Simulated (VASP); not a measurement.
All values below come from PBE GGA with D3 dispersion (Becke-Johnson damping), VASP's PBE PAW potentials (set 64) (plane waves; VASP 6.6.1).

The input files of a VASP run:

### INCAR
```
# general
SYSTEM   =  Zn
PREC     =  Accurate
ENCUT    =  520   # plane-wave cut-off (eV)
LREAL    =  .FALSE.   # projection in real space or not
LASPH    =  .TRUE.   # aspherical one-centre terms

# electronic loop
EDIFF    =  1E-7   # SCF stop (eV)
NELM     =  100   # most electronic steps
ALGO     =  Normal
LMAXMIX  =  4

# smearing
ISMEAR   =  -5

# functional
GGA      =  PE   # PBE
IVDW     =  12

# ions
ISIF     =  2

# output
LWAVE    =  .FALSE.
LCHARG   =  .TRUE.
LORBIT   =  11   # lm-projected
NEDOS    =  601
```

KPOINTS:
```
Automatic mesh
0
Gamma
18 18 9
0 0 0
```

### POSCAR
```
Zn
1
    1.3265517075    -2.2976553782     0.0000000000
    1.3265517075     2.2976553782     0.0000000000
    0.0000000000     0.0000000000     4.6521853499
Zn
2
Direct
  0.3333330000   0.6666670000   0.2500000000
  0.6666670000   0.3333330000   0.7500000000
```

POTCAR, in this order: Zn (PBE.64 set). Program: vasp_std.

The run wrote:

### OUTCAR
```
 ion  position               nearest neighbor table
   1  0.333  0.667  0.250-   2 2.79   2 2.79   2 2.79   2 2.79   2 2.79   2 2.79
   2  0.667  0.333  0.750-   1 2.79   1 2.79   1 2.79   1 2.79   1 2.79   1 2.79
  LATTYP: Found a hexagonal cell.
 ALAT       =     2.6531037804
 C/A-ratio  =     1.7534878900
 Subroutine PRICEL returns:
 Original cell was already a primitive cell.
 Subroutine GETGRP returns: Found 24 space group operations
The static configuration has the point symmetry D_3d.
 The point group associated with its full space group is D_6h.
The dynamic configuration has the point symmetry D_3d.
 Subroutine INISYM returns: Found 24 space group operations
 Subroutine IBZKPT returns following result:
 Found    185 irreducible k-points:

 Following reciprocal coordinates:
            Coordinates               Weight
  0.000000  0.000000  0.000000      1.000000
  0.055556 -0.000000  0.000000      6.000000
  0.111111 -0.000000  0.000000      6.000000
  0.166667  0.000000  0.000000      6.000000
  0.222222 -0.000000  0.000000      6.000000
  0.277778 -0.000000  0.000000      6.000000
  0.333333 -0.000000  0.000000      6.000000
...
```

### OSZICAR
```
       N       E                     dE             d eps       ncg     rms          rms(c)
DAV:   1     0.948024646227E+02    0.94802E+02   -0.12862E+04  6088   0.242E+03
DAV:   2     0.180659275295E+00   -0.94622E+02   -0.93613E+02  6040   0.302E+02
DAV:   3    -0.241337918383E+01   -0.25940E+01   -0.25903E+01  7272   0.616E+01
DAV:   4    -0.242043142418E+01   -0.70522E-02   -0.70564E-02  7112   0.320E+00
DAV:   5    -0.242044142286E+01   -0.99987E-05   -0.10000E-04  7184   0.100E-01    0.465E+00
DAV:   6    -0.219338567219E+01    0.22706E+00   -0.10824E+00  6104   0.238E+01    0.340E+00
DAV:   7    -0.218208219914E+01    0.11303E-01   -0.33551E-02  7480   0.347E+00    0.173E+00
DAV:   8    -0.217681245661E+01    0.52697E-02   -0.17142E-03  8320   0.738E-01    0.461E-02
DAV:   9    -0.217681418001E+01   -0.17234E-05   -0.25076E-04  8392   0.249E-01    0.324E-02
DAV:  10    -0.217681581457E+01   -0.16346E-05   -0.25580E-05  6640   0.696E-02    0.315E-03
DAV:  11    -0.217681544047E+01    0.37410E-06   -0.11548E-07  6128   0.471E-03    0.180E-03
DAV:  12    -0.217681486514E+01    0.57533E-06   -0.34609E-08  3856   0.404E-03    0.955E-05
DAV:  13    -0.217681485176E+01    0.13380E-07   -0.95538E-09  3544   0.102E-03
   1 F= -.30409068E+01 E0= -.30409068E+01  d E =0.000000E+00
```

OUTCAR:
```
------------------------ aborting loop because EDIFF is reached ----------------------------------------
 Edisp (eV)   -0.86409
  FORCE on cell =-STRESS in cart. coord.  units (eV):
  Direction    XX          YY          ZZ          XY          YZ          ZX
  --------------------------------------------------------------------------------------
  Total      -0.04014    -0.04014     0.08529     0.00000     0.00000     0.00000
  in kB      -2.26768    -2.26768     4.81837     0.00000     0.00000     0.00000
  external pressure =        0.09 kB  Pullay stress =        0.00 kB
  volume of cell :       28.36
      direct lattice vectors                 reciprocal lattice vectors
     1.326551707 -2.297655378  0.000000000     0.376917083 -0.217613139  0.000000000
     1.326551707  2.297655378  0.000000000     0.376917083  0.217613139  0.000000000
     0.000000000  0.000000000  4.652185350     0.000000000  0.000000000  0.214952743
 POSITION                                       TOTAL-FORCE (eV/Angst)
 -----------------------------------------------------------------------------------
      1.32655      0.76589      1.16305        -0.000000     -0.000000      0.000000
      1.32655     -0.76589      3.48914         0.000000      0.000000      0.000000
 -----------------------------------------------------------------------------------
    total drift:                                0.000000      0.000068      0.000004
  FREE ENERGIE OF THE ION-ELECTRON SYSTEM (eV)
  ---------------------------------------------------
  free  energy   TOTEN  =        -3.0409068494 eV

  energy  without entropy=       -3.0409068494  energy(sigma->0) =       -3.04090685

 total charge

# of ion       s       p       d       tot
------------------------------------------
    1        0.594   0.491   9.725  10.810
    2        0.594   0.491   9.725  10.810
--------------------------------------------------
tot          1.188   0.982  19.450  21.621
```
(Selected blocks of OUTCAR.)

For a metal the tetrahedron method with Blöchl corrections gives inexact stress and forces.

The compound is Zn in the hcp structure. It was relaxed first, which changed the volume by -7 %.
